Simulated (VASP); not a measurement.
Here is the system:

```xyz
3
Lattice="3.8185 0.0000 0.0000 -1.9093 3.3069 0.0000 0.0000 0.0000 6.7042" Properties=species:S:1:pos:R:3 pbc="T T T"
Ti     0.0000     0.0000     0.0000
Te     1.9093     1.1023     5.0213
Te     0.0000     2.2046     1.6829
```

These are r2SCAN meta-GGA, VASP's PBE PAW potentials (set 64) (plane waves; VASP) values and carry that method's errors. Numerical set-up: 400 eV cut-off, 10×10×5 Γ-centred mesh, tetrahedra with Blöchl corrections, potentials Ti_sv Te.

Unless said otherwise, spin-orbit coupling is left out, though it shifts the bands of the heavy elements here.

Task: Predict the energy per atom (σ→0), band gap (over mesh and band path) with the smallest direct gap where there is one.

Result: 
```
Quantity                                                               Value
----------------------------------  ----------------------------------------
band gap (over mesh and band path)  none (metal, semimetal or under 0.01 eV)
energy per atom (σ→0)                                        -22.095 eV/atom
```

The structure comes from a computed database's TiTe2 entry (P-3m1); how it stands against other phases isn't given here. It was relaxed first.
